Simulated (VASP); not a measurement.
```yaml
crystal:
  lattice:
    - [3.79961, 0.00000, 0.00000]
    - [0.00000, 3.79961, 0.00000]
    - [0.00000, 0.00000, 4.75133]
  atoms:
    - { symbol: Sn, position: [0.50000, 0.00000, 0.75772] }
    - { symbol: Sn, position: [0.00000, 0.50000, 0.24228] }
    - { symbol: O, position: [0.50000, 0.50000, 0.00000] }
    - { symbol: O, position: [0.00000, 0.00000, 0.00000] }
```

Calculation: r2SCAN+rVV10, VASP's PBE PAW potentials (set 64) (plane waves; VASP 6.6.1). Numerical set-up: 520 eV cut-off, 7×7×5 Γ-centred mesh, tetrahedra with Blöchl corrections, potentials Sn_d O.

Give the energies of bands 14 to 23 at the high-symmetry points, in eV from the Fermi level.

```tsv
band	Γ	X	M	Z	R	A
14	-7.21	-7.89	-9.56	-6.66	-8.07	-9.42
15	-6.79	-5.46	-5.59	-6.66	-5.96	-6.10
16	-6.79	-5.46	-5.59	-4.01	-5.96	-6.10
17	-3.93	-5.33	-2.94	-3.64	-5.28	-3.04
18	-3.62	-5.33	-2.94	-3.64	-5.28	-3.04
19	-3.62	-3.09	-2.15	-2.94	-2.05	-2.94
20	0.01	-3.09	-2.15	-2.58	-2.05	-2.94
21	2.47	3.55	-0.01	1.95	2.86	2.35
22	4.70	3.55	-0.01	2.92	2.86	2.35
23	4.70	6.12	4.73	2.92	5.55	4.53
```

It has no gap at this level: it comes out as a metal or semimetal.

Measured: gap 0.70 eV (computed value off by -0.70 eV), as given by David Waroquiers et al., Physical Review B (2013), arXiv:1302.6756.

The compound is SnO in the litharge structure. It was relaxed first.
